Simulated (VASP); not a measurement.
```xyz
2
Lattice="0.0000 3.1183 3.1183 3.1183 0.0000 3.1183 3.1183 3.1183 0.0000" Properties=species:S:1:pos:R:3 pbc="T T T"
Pb     0.0000     0.0000     0.0000
Se     3.1183     3.1183     3.1183
```

Level of theory: r2SCAN meta-GGA, VASP's PBE PAW potentials (set 64) (plane waves; VASP). Settings: 480 eV cut-off, 8×8×8 Γ-centred mesh, Gaussian smearing of 0.050 eV, potentials Pb_d Se.

Problem. Predict the energy per atom (σ→0), pressure.

Solution. 
- energy per atom (σ→0) = -35.966 eV/atom
- pressure = -1.37 GPa

Only differences to runs with the same potentials and settings are physical.

The compound is PbSe in the rock salt structure. This cell was strained or had an atom moved on purpose.
